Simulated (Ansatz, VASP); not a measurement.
## Cross-check of CeSi2Ru2 between VASP and Ansatz

Aim: how closely do two programs agree when they are given the same cell, functional and k mesh?

Calculated with Ansatz 0.2.0; plane waves, with VASP 6.6.1 beside it; single point at LDA.

## (1) Starting point

Symmetry: I4/mmm, No. 139, tetragonal system. Conventional cell: a = 4.185 Å, b = 4.185 Å, c = 9.794 Å, α = 90.00°, β = 90.00°, γ = 90.00°. Ce has 8 Ru at 3.22 Å and 10 Si at 3.23 to 3.61 Å nearest. Ru has 4 Si at 2.39 Å and 4 Ru at 2.96 Å and 4 Ce at 3.22 Å nearest. Nearest to Si lie 4 Ru at 2.39 Å and 1 Si at 2.58 Å and 5 Ce at 3.23 to 3.61 Å. Farther neighbours are not listed.

## (2) VASP: single point, LDA

With cell and atoms fixed, the geometry can't cause a difference; cores, projectors, grids and the points listed under the comparison can.

Lines of VASP's logs that name or quote its potential files are left out, and so is its time.

INCAR

```
SYSTEM = CeSi2Ru2
PREC = Accurate
ENCUT = 350
EDIFF = 1E-06
NELM = 150
ISMEAR = 0
SIGMA = 0.1
LREAL = .FALSE.
ALGO = Normal
GGA = CA
NBANDS = 30
LORBIT = 11
LWAVE = .FALSE.
LCHARG = .FALSE.
KPAR = 2
AMIX = 0.2
BMIX = 1E-04
AMIX_MAG = 0.8
BMIX_MAG = 1E-04
```

POSCAR

```
CeSi2Ru2
1.0
   -2.0925000000      2.0925000000      4.8970000000
    2.0925000000     -2.0925000000      4.8970000000
    2.0925000000      2.0925000000     -4.8970000000
Ce Ru Si
1 2 2
Direct
    0.0000000000      0.0000000000      0.0000000000
    0.2500000000      0.7500000000      0.5000000000
    0.7500000000      0.2500000000      0.5000000000
    0.6316000000      0.6316000000      0.0000000000
    0.3684000000      0.3684000000      0.0000000000
```

KPOINTS

```
Automatic mesh
0
Gamma
6 6 6
0 0 0
```

The projector-augmented-wave data sets are Ce, Ru_pv and Si (LDA family, release 64).

Command:

```sh
mpirun -np 2 vasp_std
```

Numbers of over 12 decimals in the logs are rounded to 6 here.

Output:

```text
[banner, memory and clock lines left out]
running    2 mpi-ranks, on    1 nodes
 distrk:  each k-point on    1 cores,    2 groups
 distr:  one band on    1 cores,    1 groups

 POSCAR found type information on POSCAR CeRuSi
 POSCAR found :  3 types and       5 ions
 LDA part: xc-table for (Slater(with rela. corr.)+CA(PZ))
 , standard interpolation
 POSCAR, INCAR and KPOINTS ok, starting setup
 FFT: planning ... GRIDC
 FFT: planning ... GRID_SOFT
 FFT: planning ... GRID
 WAVECAR not read
 entering main loop
       N       E                     dE             d eps       ncg     rms          rms(c)
DAV:   1     0.371839200067E+03    0.37184E+03   -0.19827E+04  2104   0.134E+03
DAV:   2    -0.279637455249E+01   -0.37464E+03   -0.35017E+03  2122   0.364E+02
DAV:   3    -0.443817213600E+02   -0.41585E+02   -0.38936E+02  2390   0.105E+02
DAV:   4    -0.464475443704E+02   -0.20658E+01   -0.18579E+01  3002   0.210E+01
DAV:   5    -0.465711837178E+02   -0.12364E+00   -0.12100E+00  2656   0.464E+00    0.328E+02
DAV:   6    -0.449120105046E+02    0.16592E+01   -0.95716E+00  2604   0.162E+01    0.143E+02
DAV:   7    -0.510373127444E+02   -0.61253E+01   -0.87964E+01  2634   0.592E+01    0.141E+02
DAV:   8    -0.480566682744E+02    0.29806E+01   -0.10758E+01  2602   0.200E+01    0.130E+02
DAV:   9    -0.446246925799E+02    0.34320E+01   -0.56354E+00  2380   0.110E+01    0.752E+01
DAV:  10    -0.444027746373E+02    0.22192E+00   -0.31513E+00  2924   0.689E+00    0.805E+00
DAV:  11    -0.456927220643E+02   -0.12899E+01   -0.10754E+01  2610   0.180E+01    0.496E+01
DAV:  12    -0.446101508486E+02    0.10826E+01   -0.13765E+00  2392   0.581E+00    0.276E+01
DAV:  13    -0.443521606403E+02    0.25799E+00   -0.74258E-01  2752   0.358E+00    0.115E+01
DAV:  14    -0.443695505407E+02   -0.17390E-01   -0.66887E-02  3024   0.933E-01    0.188E+01
[...]
DAV:  22    -0.443373156570E+02    0.75673E-04   -0.23699E-04  3106   0.604E-02    0.345E-01
DAV:  23    -0.443377360455E+02   -0.42039E-03   -0.30295E-03  2608   0.211E-01    0.121E+00
DAV:  24    -0.443374599476E+02    0.27610E-03   -0.39144E-04  2936   0.841E-02    0.544E-01
DAV:  25    -0.443374380674E+02    0.21880E-04   -0.15389E-05  2608   0.150E-02    0.629E-01
DAV:  26    -0.443373184777E+02    0.11959E-03   -0.27376E-04  2492   0.640E-02    0.180E-01
DAV:  27    -0.443373051628E+02    0.13315E-04   -0.28057E-05  3138   0.196E-02    0.931E-02
DAV:  28    -0.443372996627E+02    0.55001E-05   -0.12955E-05  1954   0.137E-02    0.136E-02
DAV:  29    -0.443372992994E+02    0.36332E-06   -0.66947E-07  1322   0.435E-03
   1 F= -.44337299E+02 E0= -.44320341E+02  d E =-.339158E-01
```

From OUTCAR (step 2):

```text
ion  position               nearest neighbor table
   1  0.000  0.000  0.000-   3 3.22   2 3.22   2 3.22   3 3.22   2 3.22   3 3.22   3 3.22   2 3.22

  LATTYP: Found a body centered tetragonal cell.
 ALAT       =     4.1850000000
 C/A-ratio  =     2.3402628435

 Subroutine GETGRP returns: Found 16 space group operations
 (whereof 16 operations were pure point group operations)

The static configuration has the point symmetry D_4h.

 Found     30 irreducible k-points:

   k-points           NKPTS =     30   k-points in BZ     NKDIM =     30   number of bands    NBANDS=     30

   dimension x,y,z NGX =    36 NGY =   36 NGZ =   36
   dimension x,y,z NGXF=    72 NGYF=   72 NGZF=   72

   ENCUT  =  350.0 eV  25.72 Ry    5.07 a.u.   8.73  8.73  8.73*2*pi/ulx,y,z

   NELECT =      48.0000    total number of electrons

 k-points in reciprocal lattice and weights: Automatic mesh
   0.00000000  0.00000000  0.00000000       0.005
   0.16666667  0.00000000  0.00000000       0.037
   0.33333333  0.00000000 -0.00000000       0.037
   0.50000000  0.00000000  0.00000000       0.019
   0.16666667  0.16666667  0.00000000       0.037
   0.33333333  0.16666667  0.00000000       0.074
   0.50000000  0.16666667  0.00000000       0.074
  -0.33333333  0.16666667  0.00000000       0.074
  -0.16666667  0.16666667  0.00000000       0.019
[...]
-0.33333333 -0.33333333  0.33333333       0.009
   0.50000000  0.50000000  0.50000000       0.005

 average (electrostatic) potential at core
       1 -73.2015       2 -69.7807       3 -69.7807       4 -80.7956       5 -80.7956

 E-fermi :   9.5298

 k-point     1 :       0.0000    0.0000    0.0000
  band No.  band energies     occupation
    ...
     21       9.0144      2.00000
     22       9.0206      2.00000
     23       9.0206      2.00000
     24       9.0807      2.00000
     25       9.4703      1.60016
     26       9.6377      0.12720
     27       9.6377      0.12720
     28       9.8613      0.00000
     29      10.0210      0.00000
     30      10.0417      0.00000

 k-point     2 :       0.1667    0.0000    0.0000
  band No.  band energies     occupation
    ...
     21       8.7471      2.00000
     22       8.8446      2.00000
     23       8.8929      2.00000
     24       9.0918      2.00000
     25       9.4830      1.49233
     26       9.6766      0.03786
     27       9.8703      0.00000
     28       9.9125      0.00000
     29      10.0378      0.00000
     30      10.0453      0.00000

 k-point     3 :       0.3333    0.0000   -0.0000
  band No.  band energies     occupation
    ...
     20       7.9954      2.00000
     21       8.1376      2.00000
     22       8.2985      2.00000
     23       8.4720      2.00000
     24       9.0477      2.00000
     25       9.6795      0.03421
     26       9.7784      0.00044
     27       9.9373      0.00000
     28       9.9559      0.00000
     29      10.0034      0.00000
    ...

  Total       -4.6448425     -4.6448425     -4.9350050      0.0000000      0.0000000     -0.0000000
  in kB      -86.7681909    -86.7681909    -92.1885846      0.0000000      0.0000000     -0.0000000
  external PRESSURE =     -88.5749888 kB  Pullay stress =       0.0000000 kB

  energy-cutoff  :      350.00
  volume of cell :       85.77
      direct lattice vectors                 reciprocal lattice vectors
    -2.092500000  2.092500000  4.897000000     0.000000000  0.238948626  0.102103329
     2.092500000 -2.092500000  4.897000000     0.238948626  0.000000000  0.102103329
     2.092500000  2.092500000 -4.897000000     0.238948626  0.238948626  0.000000000

 POSITION                                       TOTAL-FORCE (eV/Angst)
 -----------------------------------------------------------------------------------
      0.00000      0.00000      0.00000        -0.000000     -0.000000      0.000000
      2.09250     -0.00000      2.44850        -0.000000     -0.000000      0.000000
     -0.00000      2.09250      2.44850        -0.000000     -0.000000      0.000000
      0.00000      0.00000      6.18589         0.000000      0.000000      0.393718
      0.00000      0.00000      3.60811         0.000000      0.000000     -0.393718
 -----------------------------------------------------------------------------------
    total drift:                               -0.000000      0.000000     -0.000000

  FREE ENERGIE OF THE ION-ELECTRON SYSTEM (eV)
  ---------------------------------------------------
  free  energy   TOTEN  =       -44.3372992994 eV

  energy  without entropy=      -44.3033834935  energy(sigma->0) =      -44.32034140

 total charge
# of ion       s       p       d       f       tot
--------------------------------------------------
    1        2.010   5.718   0.842   0.994   9.564
    2        0.360   6.276   6.164   0.000  12.799
    3        0.360   6.276   6.164   0.000  12.799
    4        0.766   0.918   0.000   0.000   1.684
    5        0.766   0.918   0.000   0.000   1.684
--------------------------------------------------
tot          4.262  20.105  13.170   0.994  38.532

[... 3 further parts left out ...]
```

This run has no spin polarisation, so a moment on Ce, if there is one, isn't seen. Without U or exact exchange, f electrons of an open shell come out too delocalised.

## (3) Ansatz: single point, LDA

Ansatz runs on its default PAW (the set named soft_2) files.

The same cell, functional (in two slightly different forms), mesh and smearing now go to Ansatz, which takes its cutoff from its data sets.

input.yaml

```yaml
crystal:
  lattice:
    - [-2.0925, 2.0925, 4.897]
    - [2.0925, -2.0925, 4.897]
    - [2.0925, 2.0925, -4.897]
  atoms:
    - { symbol: Ce, position: [0.0, 0.0, 0.0] }
    - { symbol: Ru, position: [0.25, 0.75, 0.5] }
    - { symbol: Ru, position: [0.75, 0.25, 0.5] }
    - { symbol: Si, position: [0.6316, 0.6316, 0.0] }
    - { symbol: Si, position: [0.3684, 0.3684, 0.0] }
hamiltonian:
  xc: lda
  pseudopotentials: { kind: paw }
kpoints:
  mp_grid: { grid: [6, 6, 6] }
scf:
  occupations: { method: gaussian, width: 0.1 }
  n_extra_bands: 5
output:
  forces: true
  stress: true
  eigenvalues: true
  write_density: true
  write_potential: true
  elf: true
  volumetric_format: npy
```

Command:

```sh
ansatz run input.yaml --threads 2 --pin off --max-ram 4608MiB --backend cpu --events-out ev --progress --plain --runs-dir out
```

Output:

```text
scf.n_extra_bands = 5 over 26 filled bands (N_el = 52.0): the run solves 31 bands
Engine: ansatz 0.2.0, x86_64-unknown-linux-gnu
Pseudopotentials: kind: paw
Pseudopotential: Ce, paw, valence charge 12, recommended cutoff 420 eV (normal), Ce.paw.azcp
Pseudopotential: Ru, paw, valence charge 16, recommended cutoff 420 eV (normal), Ru.paw.azcp
Pseudopotential: Si, paw, valence charge 4, recommended cutoff 420 eV (normal), Si.paw.azcp
Functional definition: SPW92
  exchange = slater_x
  correlation = pw_c
Crystal: 5 atoms, lattice volume = 85.767 Å³
Basis set: ecut = 420 eV, 1661 PW (Γ)
Bands: 31, of which v1, the nominal top of the filled ones, is band 26 counted from 1 (25 counted from 0)
Symmetry: 16 space group operations
Space group: I4/mmm (ITA 139), of the structure as read, at distance tolerance 4.4e-5 Å
k-points: 30 of 216
Non-local potential: Ce, projectors of the file, l = 0: 3, l = 1: 2, l = 2: 2, l = 3: 3
Non-local potential: Ru, projectors of the file, l = 0: 3, l = 1: 2, l = 2: 2, l = 3: 1
Non-local potential: Si, projectors of the file, l = 0: 2, l = 1: 2, l = 2: 2
PAW form: soft (Blöchl's): semilocal exchange-correlation on the pseudo side does not see the compensation charge
PAW frozen core: Ce, regenerated for the run's functional, and the local potential with it (the file was generated under x = pbe(κ = 0.804, μ = 0.219515), c = pbe(β = 0.066725))
PAW frozen core: Ru, regenerated for the run's functional, and the local potential with it (the file was generated under x = pbe(κ = 0.804, μ = 0.219515), c = pbe(β = 0.066725))
PAW frozen core: Si, regenerated for the run's functional, and the local potential with it (the file was generated under x = pbe(κ = 0.804, μ = 0.219515), c = pbe(β = 0.066725))
PAW one-centre angular grid: Ce, 590 points (default); XC on 64 Gauss nodes
PAW one-centre angular grid: Ru, 590 points (default); XC on 64 Gauss nodes
PAW one-centre angular grid: Si, 110 points (default); XC on 64 Gauss nodes
Initial density: superposition of atomic densities (neutral atoms: chi_scale 0, normalization atom), corrected by the library's trained network
Initial wavefunctions: pseudopotential atomic-orbital guess
Functional: x = slater, c = lda
SCF iter   1: F=—  HF=-19135.692321 eV  |F-HF|=—  |Δ(HF+E_count)|=         —  Δρ=1.79e-2  dr2=3.43e-1  ethr=1.77e-3  ⟨swp⟩=5.2  Hψ=3379  notcnv=0
preconditioner: auto → Kerker (q_TF=auto, 2.510 Å⁻¹)  [metal: Δε(μ)=0.005 eV  Ē_g=5.917 eV  σ=0.100 eV  W_gap=0.03  n_scr=30 (ndim 8)  ℏωp=23.4 eV  f_vac=0.002  D(μ)=7.80/eV (n_scr^D=102)]
SCF iter   2: F=—  HF=-19135.679797 eV  |F-HF|=—  |Δ(HF+E_count)|=   1.25e-2  Δρ=3.50e-3  dr2=6.32e-3  ethr=6.60e-4  ⟨swp⟩=2.0  Hψ=1277  notcnv=0
SCF iter   3: F=—  HF=-19135.679049 eV  |F-HF|=—  |Δ(HF+E_count)|=   7.47e-4  Δρ=1.22e-3  dr2=7.00e-4  ethr=1.21e-5  ⟨swp⟩=2.0  Hψ=1669  notcnv=0
SCF iter   4: F=—  HF=-19135.678963 eV  |F-HF|=—  |Δ(HF+E_count)|=   8.61e-5  Δρ=2.76e-4  dr2=6.93e-5  ethr=1.35e-6  ⟨swp⟩=2.0  Hψ=1681  notcnv=0
SCF iter   5: F=—  HF=-19135.678954 eV  |F-HF|=—  |Δ(HF+E_count)|=   8.96e-6  Δρ=4.88e-5  dr2=2.69e-6  ethr=1.33e-7  ⟨swp⟩=2.2  Hψ=1571  notcnv=0
SCF iter   6: F=—  HF=-19135.678954 eV  |F-HF|=—  |Δ(HF+E_count)|=   3.89e-7  Δρ=3.53e-5  dr2=1.03e-6  ethr=5.18e-9  ⟨swp⟩=2.0  Hψ=1664  notcnv=0
SCF iter   7: F=-19135.678954 eV  HF=-19135.678954 eV  |F-HF|=6.52e-8  |Δ(HF+E_count)|=   2.22e-7  Δρ=8.77e-6  dr2=6.63e-8  ethr=1.92e-10  ⟨swp⟩=8.8  Hψ=7452  notcnv=0
SCF 1 converged in 7 iterations: F = -19135.678954 eV  dr2 = 6.63e-8
  greatest PAW one-centre occupation: 1.000 electrons in one spin orbital (limit 2), on the Ru atom at site 2 (counted from 0), in its partial waves of l = 0
SCF converged after 7 iterations
Free energy (F): -19135.678954 eV
Harris-Foulkes:  -19135.678954 eV  (|F-HF|=6.52e-8)
Internal energy: -19135.645914 eV  (E = F + TS)
E sigma→0 (E₀):  -19135.662434 eV
Entropy (-TS):   -0.033040 eV (-6.608 meV/atom)
Fermi energy:    15.162010 eV
--- Per-component energies (eV) ---
  E_band       = -265.919355
  E_kinetic    = 1492.902003
  E_local      = -4453.296305  (includes V_loc(G=0)·N_el)
  E_nonlocal   = 708.137994
  E_hartree    = 1617.860405
  E_xc         = -715.376492
  E_vxc        = -825.916068  (∫ρ·V_xc dr)
  E_paw        = -12956.225155  (= ΣΔE_a)
  E_vpaw       = -423.469160  (= ΣTr[D̂ρ^β])
  E_aug_tail   = -0.000435  (compensation charges beyond the density's cutoff)
  E_ewald      = -4831.395311
  E_core_change = 1.747382  (= ΣΔE_core)
  E_smearing   = -0.033040  (= −TS)
  E_closure    = 0.000000  (closes the sum)
  Σ components = -19135.678954   (vs F -19135.678954, Δ=0.00e0)
--- Forces (eV/Å), atoms counted from 1 ---
  atom   1  Ce     0.00000000     0.00000000     0.00000000
  atom   2  Ru     0.00000000     0.00000000     0.00000000
  atom   3  Ru     0.00000000    -0.00000000     0.00000000
  atom   4  Si    -0.00000000    -0.00000000     0.42936319
  atom   5  Si     0.00000000    -0.00000000    -0.42936319
  max |Σ_I F_I| component: 5.55e-17 eV/Å
--- Stress (GPa, compression-positive) ---
       -8.646659      -0.000000       0.000000
       -0.000000      -8.646659      -0.000000
        0.000000       0.000000      -9.001781
  P = ⅓ Tr σ = -8.7650 GPa (-87.650 kbar)
--- Band table (eV; the first three rows and the last of 30) ---
  k-point 0: bands = [... 22 lower, 14.6418, 14.6422, 14.6422, 14.6975, 15.0973, 15.2799, 15.2799, 15.5049, ... 1 higher]
  k-point 1: bands = [... 22 lower, 14.2737, 14.2969, 14.3245, 14.8586, 15.0158, 15.3874, 15.5394, 15.5848, ... 1 higher]
  k-point 2: bands = [... 22 lower, 13.9024, 14.1553, 14.3305, 14.6333, 15.2048, 15.5044, 15.5480, 15.6113, ... 1 higher]
  k-point 29: bands = [... 22 lower, 15.0299, 15.1680, 15.1680, 15.4205, 15.5666, 15.5666, 15.6004, 15.7322, ... 1 higher]
```

Run time: 2.7 s. Hardware: 2 threads of Intel Xeon Platinum 8375C at 2.90GHz (Ice Lake), shared host; peak memory 0.48 GiB; 5.2 s of CPU time.

The column dr2 measures how far the density is from self-consistency, as an energy; F and HF (Harris–Foulkes) agree once it is small.

The run ends at a pressure of -8.77 GPa, with forces up to 0.43 eV/Å.

## (4) Differences

Known differences besides the potentials themselves: the two LDA forms differ slightly; the data sets hold 52 valence electrons in Ansatz (default PAW (the set named soft_2) files) and 48 in VASP; the cutoff is 420 eV in Ansatz and 350 eV in VASP; VASP's log shows a relativistic correction to its local exchange, Ansatz's none. Total energies have different zeros and are not compared.

Compared:

| quantity | Ansatz | VASP | difference |
| --- | --- | --- | --- |
| pressure (GPa) | -8.77 | -8.86 | +0.09 |

Forces (eV/Å; atoms numbered as in POSCAR):

| atom | Ansatz x, y, z | VASP x, y, z |
| --- | --- | --- |
| Ce1 | 0.000, 0.000, 0.000 | 0.000, 0.000, 0.000 |
| Ru2 | 0.000, 0.000, 0.000 | 0.000, 0.000, 0.000 |
| Ru3 | 0.000, 0.000, 0.000 | 0.000, 0.000, 0.000 |
| Si4 | 0.000, 0.000, 0.429 | 0.000, 0.000, 0.394 |
| Si5 | 0.000, 0.000, -0.429 | 0.000, 0.000, -0.394 |

The forces differ by 13 meV/Å r.m.s., which is 9.1 % of the r.m.s. force of 0.14 eV/Å (both taken over all components). Ansatz's pressure holds a Pulay correction of 0.04 GPa; VASP's holds none.

## (5) Further runs

Further runs change the set-up of one program: Ansatz's method, potentials or start, or VASP's data sets, cutoff or form of LDA. The table gives Ansatz less VASP for each quantity, since a change that brings one quantity closer may part another.

| run | r.m.s. force difference (meV/Å) | pressure (GPa) |
| --- | --- | --- |
| as above | 13 | 0.092 |
| cores kept as stored | 6.8 | 0.20 |
| Ansatz's larger PAW set (cutoff 840 eV) | 12 | 0.16 |

## (6) Summary of results

| Property | Result |
| --- | --- |
| r.m.s. force difference (single point, LDA) | 13 meV/Å |

In words: The r.m.s. force difference is 13 meV/Å (single point, LDA), beyond the 12 meV/Å picked in this series as the mark of a large difference. Single point, LDA, cores kept as stored: r.m.s. force difference goes from 13 to 6.8 meV/Å; the difference in pressure goes from 0.092 to 0.20 GPa. Single point, LDA, Ansatz's larger PAW set (cutoff 840 eV): the difference in pressure goes from 0.092 to 0.16 GPa. 2 further runs of this series are not shown here. Such differences can come from data sets, numerical settings and the points named under the comparisons, not from the functional's error against experiment.

[Lines on the potential files, build, host, timing and source positions are cut from VASP's logs without a mark.]

[Logs are printed without paths, hosts, clocks, repeated set-up lines and the standing remarks that a program may print on its own settings, such as how far it seeks lower states.]

[Hosts, paths, dates, database ids (printed as entryN), source tags and the programs' standing remarks are cut or masked in the printed files.]
